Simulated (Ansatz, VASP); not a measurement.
# MoS2: VASP beside Ansatz

One calculation is typed for both programs; each brings its own data sets and cutoff. How far apart do they land?

Method: plane waves, with VASP 6.6.1 beside it; single point at PBE, in Ansatz 0.2.0.

The database entry behind the starting cell differs from later determinations by our own check (about 0.3 % long), so it need not match the best structure at ambient conditions.

### 1. The structure

Symmetry: P6_3/mmc, No. 194, hexagonal system. The conventional cell has a = 3.169 Å, b = 3.169 Å, c = 12.324 Å, α = 90.00°, β = 90.00°, γ = 120.00°. Mo has 6 S at 2.41 Å nearest. S has 3 Mo at 2.41 Å nearest. Farther neighbours and most contacts between anions are not listed.

### 2. VASP: single point, PBE

With cell and atoms fixed, the geometry can't cause a difference; cores, projectors, grids and the points listed under the comparison can.

Lines of VASP's logs that name or quote its potential files are left out, and so is its time.

Input file INCAR:

```
SYSTEM = MoS2
PREC = Accurate
ENCUT = 400
EDIFF = 1E-07
NELM = 100
ISMEAR = 0
SIGMA = 0.01
LREAL = .FALSE.
ALGO = Normal
GGA = PE
NBANDS = 32
LORBIT = 11
LWAVE = .FALSE.
LCHARG = .FALSE.
KPAR = 2
```

Input file POSCAR:

```
MoS2
1.0
    3.1690000000      0.0000000000      0.0000000000
   -1.5845000000      2.7444345046      0.0000000000
    0.0000000000      0.0000000000     12.3240000000
Mo S
2 4
Direct
    0.3333333333      0.6666666667      0.2500000000
    0.6666666667      0.3333333333      0.7500000000
    0.3333333333      0.6666666667      0.6230000000
    0.6666666667      0.3333333333      0.1230000000
    0.3333333333      0.6666666667      0.8770000000
    0.6666666667      0.3333333333      0.3770000000
```

Input file KPOINTS:

```
Automatic mesh
0
Gamma
8 8 2
0 0 0
```

PAW data sets: Mo_sv and S (PBE family, release 64).

The run is started by

```bash
> mpirun -np 2 vasp_std
```

Numbers of over 12 decimals in the logs are rounded to 6 here.

What it wrote:

```text
[banner, memory and clock lines left out]
running    2 mpi-ranks, on    1 nodes
 distrk:  each k-point on    1 cores,    2 groups
 distr:  one band on    1 cores,    1 groups

 POSCAR found type information on POSCAR MoS
 POSCAR found :  2 types and       6 ions
 LDA part: xc-table for (Slater+PW92), standard interpolation
 POSCAR, INCAR and KPOINTS ok, starting setup
 FFT: planning ... GRIDC
 FFT: planning ... GRID_SOFT
 FFT: planning ... GRID
 WAVECAR not read
 entering main loop
       N       E                     dE             d eps       ncg     rms          rms(c)
DAV:   1     0.379293497085E+03    0.37929E+03   -0.26243E+04  1456   0.126E+03
DAV:   2    -0.272634426097E+02   -0.40656E+03   -0.39552E+03  1616   0.351E+02
DAV:   3    -0.462139238366E+02   -0.18950E+02   -0.18798E+02  1656   0.691E+01
DAV:   4    -0.465535878975E+02   -0.33966E+00   -0.33922E+00  1528   0.956E+00
DAV:   5    -0.465639066958E+02   -0.10319E-01   -0.10314E-01  1720   0.145E+00    0.338E+01
DAV:   6    -0.444020175676E+02    0.21619E+01   -0.20678E+01  1408   0.247E+01    0.131E+01
DAV:   7    -0.439491137044E+02    0.45290E+00   -0.91391E+00  1440   0.158E+01    0.810E+00
DAV:   8    -0.435927616623E+02    0.35635E+00   -0.14452E+00  1592   0.675E+00    0.287E+00
DAV:   9    -0.436039415242E+02   -0.11180E-01   -0.13677E-01  1672   0.183E+00    0.126E+00
DAV:  10    -0.435952743811E+02    0.86671E-02   -0.55260E-02  1552   0.135E+00    0.309E-01
DAV:  11    -0.435954029787E+02   -0.12860E-03   -0.21031E-03  1576   0.260E-01    0.163E-01
DAV:  12    -0.435953295173E+02    0.73461E-04   -0.50214E-04  1600   0.118E-01    0.545E-02
DAV:  13    -0.435953397380E+02   -0.10221E-04   -0.10824E-04  1616   0.534E-02    0.982E-03
DAV:  14    -0.435953424433E+02   -0.27053E-05   -0.11113E-05  1560   0.187E-02    0.114E-02
DAV:  15    -0.435953429606E+02   -0.51727E-06   -0.16180E-06  1376   0.642E-03    0.476E-03
DAV:  16    -0.435953428607E+02    0.99931E-07   -0.65496E-07  1400   0.467E-03
   1 F= -.43595343E+02 E0= -.43595343E+02  d E =-.186033E-45
```

From OUTCAR (step 2):

```text
ion  position               nearest neighbor table
   1  0.333  0.667  0.250-   4 2.41   6 2.41   4 2.41   6 2.41   4 2.41   6 2.41
   2  0.667  0.333  0.750-   3 2.41   5 2.41   3 2.41   5 2.41   3 2.41   5 2.41
   3  0.333  0.667  0.623-   2 2.41   2 2.41   2 2.41
   4  0.667  0.333  0.123-   1 2.41   1 2.41   1 2.41
   5  0.333  0.667  0.877-   2 2.41   2 2.41   2 2.41
   6  0.667  0.333  0.377-   1 2.41   1 2.41   1 2.41

  LATTYP: Found a hexagonal cell.
 ALAT       =     3.1690000000
 C/A-ratio  =     3.8889239508

 Subroutine GETGRP returns: Found 24 space group operations
 (whereof 12 operations were pure point group operations)

The static configuration has the point symmetry D_3d.
 The point group associated with its full space group is D_6h.

 Found     20 irreducible k-points:

   k-points           NKPTS =     20   k-points in BZ     NKDIM =     20   number of bands    NBANDS=     32

   dimension x,y,z NGX =    24 NGY =   24 NGZ =   80
   dimension x,y,z NGXF=    48 NGYF=   48 NGZF=  160

   ENCUT  =  400.0 eV  29.40 Ry    5.42 a.u.   5.17  5.17 20.10*2*pi/ulx,y,z

   NELECT =      52.0000    total number of electrons

 k-points in reciprocal lattice and weights: Automatic mesh
   0.00000000  0.00000000  0.00000000       0.008
   0.12500000  0.00000000  0.00000000       0.047
   0.25000000  0.00000000  0.00000000       0.047
   0.37500000 -0.00000000  0.00000000       0.047
   0.50000000  0.00000000  0.00000000       0.023
   0.12500000  0.12500000  0.00000000       0.047
   0.25000000  0.12500000  0.00000000       0.094
   0.37500000  0.12500000  0.00000000       0.094
   0.25000000  0.25000000  0.00000000       0.047
[...]
0.25000000  0.25000000  0.50000000       0.047
   0.37500000  0.25000000  0.50000000       0.047

 average (electrostatic) potential at core
       1 -74.7590       2 -74.7590       3 -84.4714       4 -84.4714       5 -84.4714
       6 -84.4714

 E-fermi :   7.5864

 k-point     1 :       0.0000    0.0000    0.0000
  band No.  band energies     occupation
    ...
     22       5.3667      2.00000
     23       5.3667      2.00000
     24       6.3042      2.00000
     25       6.3479      2.00000
     26       7.4888      2.00000
     27       9.5918      0.00000
     28       9.5918      0.00000
     29       9.6202      0.00000
     30       9.6202      0.00000
     31       9.7559      0.00000
    ...

 k-point     2 :       0.1250    0.0000    0.0000
  band No.  band energies     occupation
    ...
     22       5.0260      2.00000
     23       5.4735      2.00000
     24       6.3506      2.00000
     25       6.4415      2.00000
     26       7.0360      2.00000
     27       9.2750      0.00000
     28       9.3862      0.00000
     29       9.4949      0.00000
     30       9.5356      0.00000
     31       9.5996      0.00000
    ...

 k-point     3 :       0.2500    0.0000    0.0000
  band No.  band energies     occupation
    ...
     22       5.0980      2.00000
     23       5.1873      2.00000
     24       5.8791      2.00000
     25       6.0048      2.00000
     26       6.1289      2.00000
     27       8.7058      0.00000
     28       9.0879      0.00000
     29       9.2982      0.00000
     30       9.5387      0.00000
     31       9.5748      0.00000
    ...

  Total        0.9844467      0.9844467      1.2236174      0.0000000     -0.0000000     -0.0000000
  in kB       14.7155327     14.7155327     18.2906623      0.0000000     -0.0000000     -0.0000000
  external PRESSURE =      15.9072426 kB  Pullay stress =       0.0000000 kB

  energy-cutoff  :      400.00
  volume of cell :      107.18
      direct lattice vectors                 reciprocal lattice vectors
     3.169000000  0.000000000  0.000000000     0.315556958  0.182186895  0.000000000
    -1.584500000  2.744434505  0.000000000     0.000000000  0.364373789  0.000000000
     0.000000000  0.000000000 12.324000000     0.000000000  0.000000000  0.081142486

 POSITION                                       TOTAL-FORCE (eV/Angst)
 -----------------------------------------------------------------------------------
     -0.00000      1.82962      3.08100        -0.000000      0.000000     -0.000000
      1.58450      0.91481      9.24300         0.000000      0.000000     -0.000000
     -0.00000      1.82962      7.67785         0.000000     -0.000000      0.075548
      1.58450      0.91481      1.51585        -0.000000      0.000000      0.075548
     -0.00000      1.82962     10.80815         0.000000     -0.000000     -0.075548
      1.58450      0.91481      4.64615        -0.000000      0.000000     -0.075548
 -----------------------------------------------------------------------------------
    total drift:                               -0.000000      0.000000     -0.000000

  FREE ENERGIE OF THE ION-ELECTRON SYSTEM (eV)
  ---------------------------------------------------
  free  energy   TOTEN  =       -43.5953428607 eV

  energy  without entropy=      -43.5953428607  energy(sigma->0) =      -43.59534286

 total charge
# of ion       s       p       d       tot
------------------------------------------
    1        2.291   6.220   3.943  12.454
    2        2.291   6.220   3.943  12.454
    3        1.365   2.337   0.000   3.702
    4        1.365   2.337   0.000   3.702
    5        1.365   2.337   0.000   3.702
    6        1.365   2.337   0.000   3.702
--------------------------------------------------
tot         10.042  21.790   7.887  39.718

[... 3 further parts left out ...]
```

This run has no spin polarisation, so a moment on Mo, if there is one, isn't seen.

### 3. Ansatz: single point, PBE

Ansatz runs on its default PAW (the set named soft_2) files.

The same cell, functional, mesh and smearing now go to Ansatz, which takes its cutoff from its data sets.

Input file input.yaml:

```yaml
crystal:
  lattice:
    - [3.169, 0.0, 0.0]
    - [-1.5845, 2.7444345046, 0.0]
    - [0.0, 0.0, 12.324]
  atoms:
    - { symbol: Mo, position: [0.3333333333, 0.6666666667, 0.25] }
    - { symbol: Mo, position: [0.6666666667, 0.3333333333, 0.75] }
    - { symbol: S, position: [0.3333333333, 0.6666666667, 0.623] }
    - { symbol: S, position: [0.6666666667, 0.3333333333, 0.123] }
    - { symbol: S, position: [0.3333333333, 0.6666666667, 0.877] }
    - { symbol: S, position: [0.6666666667, 0.3333333333, 0.377] }
hamiltonian:
  xc: pbe
  pseudopotentials: { kind: paw }
kpoints:
  mp_grid: { grid: [8, 8, 2] }
scf:
  occupations: { method: gaussian, width: 0.01 }
  n_extra_bands: 5
output:
  forces: true
  stress: true
  eigenvalues: true
```

The run is started by

```bash
> ansatz run input.yaml --threads 4 --pin off --max-ram 9216MiB --backend cpu --events-out ev --progress --plain --runs-dir out
```

What it wrote:

```text
scf.n_extra_bands = 5 over 26 filled bands (N_el = 52.0): the run solves 31 bands
Engine: ansatz 0.2.0, aarch64-unknown-linux-gnu
Pseudopotentials: kind: paw
Pseudopotential: Mo, paw, valence charge 14, recommended cutoff 420 eV (normal), Mo.paw.azcp
Pseudopotential: S, paw, valence charge 6, recommended cutoff 420 eV (normal), S.paw.azcp
Functional definition: PBE
  parameter kappa = 0.804
  parameter beta = 0.066725
  exchange = pbe_x(kappa = kappa, mu = beta*pi^2/3)
  correlation = pbe_c(beta = beta)
Crystal: 6 atoms, lattice volume = 107.183 Å³
Basis set: ecut = 420 eV, 2081 PW (Γ), exchange–correlation on 48×48×180 points (8 copies of the dense FFT grid, shifted against one another)
Bands: 31, of which v1, the nominal top of the filled ones, is band 26 counted from 1 (25 counted from 0)
Symmetry: 24 space group operations
Space group: P63/mmc (ITA 194), of the structure as read, at distance tolerance 4.8e-5 Å
k-points: 20 of 128
Non-local potential: Mo, projectors of the file, l = 0: 3, l = 1: 2, l = 2: 2, l = 3: 1
Non-local potential: S, projectors of the file, l = 0: 2, l = 1: 2, l = 2: 2
PAW form: soft (Blöchl's): semilocal exchange-correlation on the pseudo side does not see the compensation charge
PAW one-centre angular grid: Mo, 590 points (default); XC on 64 Gauss nodes
PAW one-centre angular grid: S, 110 points (default); XC on 64 Gauss nodes
Initial density: superposition of atomic densities (neutral atoms: chi_scale 0, normalization atom), corrected by the library's trained network
Initial wavefunctions: pseudopotential atomic-orbital guess
Functional: x = pbe(κ = 0.804, μ = 0.219515), c = pbe(β = 0.066725)
SCF iter   1: F=—  HF=-13525.526969 eV  |F-HF|=—  |Δ(HF+E_count)|=         —  Δρ=5.48e-3  dr2=7.53e-3  ethr=1.77e-3  ⟨swp⟩=6.9  Hψ=2706  notcnv=0
preconditioner: auto → Resta (q_TF=auto, 2.418 Å⁻¹)  ε∞=9.0  [insulator: Δε(μ)=0.982 eV  Ē_g=7.614 eV  σ=0.010 eV  W_gap=1.00  n_scr=26 (ndim 8)  ℏωp=21.5 eV  f_vac=0.016  D(μ)=0.00/eV (n_scr^D=0)  ε∞_Penn≈9.0]
SCF iter   2: F=—  HF=-13525.535834 eV  |F-HF|=—  |Δ(HF+E_count)|=   8.86e-3  Δρ=3.13e-3  dr2=2.38e-3  ethr=1.45e-5  ⟨swp⟩=2.1  Hψ=1225  notcnv=0  defer=17
SCF iter   3: F=—  HF=-13525.540596 eV  |F-HF|=—  |Δ(HF+E_count)|=   4.76e-3  Δρ=5.18e-4  dr2=6.80e-4  ethr=4.57e-6  ⟨swp⟩=2.0  Hψ=994  notcnv=0  defer=17
SCF iter   4: F=—  HF=-13525.540528 eV  |F-HF|=—  |Δ(HF+E_count)|=   6.75e-5  Δρ=1.15e-4  dr2=1.00e-5  ethr=1.31e-6  ⟨swp⟩=2.0  Hψ=825  notcnv=0  defer=17
SCF iter   5: F=—  HF=-13525.540673 eV  |F-HF|=—  |Δ(HF+E_count)|=   1.45e-4  Δρ=4.55e-5  dr2=1.83e-6  ethr=1.93e-8  ⟨swp⟩=2.1  Hψ=887  notcnv=0  defer=17
SCF iter   6: F=-13525.540674 eV  HF=-13525.540674 eV  |F-HF|=2.98e-8  |Δ(HF+E_count)|=   1.71e-6  Δρ=8.09e-6  dr2=7.96e-8  ethr=1.92e-10  ⟨swp⟩=7.2  Hψ=2944  notcnv=0
SCF 1 converged in 6 iterations: F = -13525.540674 eV  dr2 = 7.96e-8
  greatest PAW one-centre occupation: 0.998 electrons in one spin orbital (limit 2), on the Mo atom at site 1 (counted from 0), in its partial waves of l = 0
SCF converged after 6 iterations
Free energy (F): -13525.540674 eV
Harris-Foulkes:  -13525.540674 eV  (|F-HF|=2.98e-8)
Internal energy: -13525.540674 eV  (E = F + TS)
E sigma→0 (E₀):  -13525.540674 eV
Fermi energy:    11.386547 eV
--- Per-component energies (eV) ---
  E_band       = -312.455396
  E_kinetic    = 1312.079440
  E_local      = -3923.156364  (includes V_loc(G=0)·N_el)
  E_nonlocal   = 398.371449
  E_hartree    = 1508.569022
  E_xc         = -757.135609
  E_vxc        = -810.202726  (∫ρ·V_xc dr)
  E_paw        = -8803.052249  (= ΣΔE_a)
  E_vpaw       = -306.676216  (= ΣTr[D̂ρ^β])
  E_aug_tail   = 0.000083  (compensation charges beyond the density's cutoff)
  E_ewald      = -3261.216446
  E_smearing   = -0.000000  (= −TS)
  E_closure    = -0.000000  (closes the sum)
  Σ components = -13525.540674   (vs F -13525.540674, Δ=0.00e0)
--- Forces (eV/Å), atoms counted from 1 ---
  atom   1  Mo    -0.00000000    -0.00000000     0.00000000
  atom   2  Mo     0.00000000     0.00000000     0.00000000
  atom   3  S      0.00000000     0.00000000     0.06510225
  atom   4  S     -0.00000000    -0.00000000     0.06510225
  atom   5  S     -0.00000000     0.00000000    -0.06510225
  atom   6  S      0.00000000    -0.00000000    -0.06510225
  max |Σ_I F_I| component: 1.85e-17 eV/Å
--- Stress (GPa, compression-positive) ---
        1.853318       0.000000       0.000000
        0.000000       1.853318      -0.000000
        0.000000      -0.000000       2.268992
  P = ⅓ Tr σ = 1.9919 GPa (19.919 kbar)
--- Band table (eV; the first three rows and the last of 20) ---
  k-point 0: bands = [... 22 lower, 8.7671, 9.7122, 9.7500, 10.8973, 12.9945, 12.9945, 13.0225, 13.0225, ... 1 higher]
  k-point 1: bands = [... 22 lower, 8.7438, 8.7438, 10.6308, 10.6308, 12.9999, 12.9999, 12.9999, 12.9999, ... 1 higher]
  k-point 2: bands = [... 22 lower, 8.8760, 9.7529, 9.8522, 10.4443, 12.6775, 12.7857, 12.8983, 12.9322, ... 1 higher]
  k-point 19: bands = [... 22 lower, 8.1533, 8.1533, 10.0761, 10.0761, 12.1221, 12.1221, 13.2728, 13.2728, ... 1 higher]
```

Elapsed: 1.2 s, on 4 threads of Arm Neoverse V1, shared host; peak memory 0.43 GiB; 4.2 s of CPU time.

The run ends at a pressure of 1.99 GPa, with forces up to 0.065 eV/Å.

### 4. Side by side

Known differences besides the potentials themselves: the cutoff is 420 eV in Ansatz and 400 eV in VASP; VASP leaves aspherical gradient terms in its spheres out (LASPH is not set), Ansatz keeps them. Total energies have different zeros and are not compared.

Compared:

| quantity | Ansatz | VASP | difference |
| --- | --- | --- | --- |
| pressure (GPa) | 1.99 | 1.59 | +0.40 |
| gap on the k mesh (eV) | 0.979 | 0.988 | -0.009 |

Forces (eV/Å; atoms numbered as in POSCAR):

| atom | Ansatz x, y, z | VASP x, y, z |
| --- | --- | --- |
| Mo1 | 0.000, 0.000, 0.000 | 0.000, 0.000, 0.000 |
| Mo2 | 0.000, 0.000, 0.000 | 0.000, 0.000, 0.000 |
| S3 | 0.000, 0.000, 0.065 | 0.000, 0.000, 0.076 |
| S4 | 0.000, 0.000, 0.065 | 0.000, 0.000, 0.076 |
| S5 | 0.000, 0.000, -0.065 | 0.000, 0.000, -0.076 |
| S6 | 0.000, 0.000, -0.065 | 0.000, 0.000, -0.076 |

The forces differ by 4.9 meV/Å r.m.s., which is 13.8 % of the r.m.s. force of 0.04 eV/Å (both taken over all components). A gap on the mesh is an upper bound, since the band edges may lie between its points.

### 5. What came out

| Quantity | Value |
| --- | --- |
| r.m.s. force difference (single point, PBE) | 4.9 meV/Å |

The r.m.s. force difference is 4.9 meV/Å (single point, PBE), within the 12 meV/Å picked in this series as the mark of a large difference. Such differences can come from data sets, numerical settings and the points named under the comparisons, not from the functional's error against experiment.

[Lines on the potential files, build, host, timing and source positions are cut from VASP's logs without a mark.]

[Logs are printed without paths, hosts, clocks, repeated set-up lines and the standing remarks that a program may print on its own settings, such as how far it seeks lower states.]

[Hosts, paths, dates, database ids (printed as entryN), source tags and the programs' standing remarks are cut or masked in the printed files.]
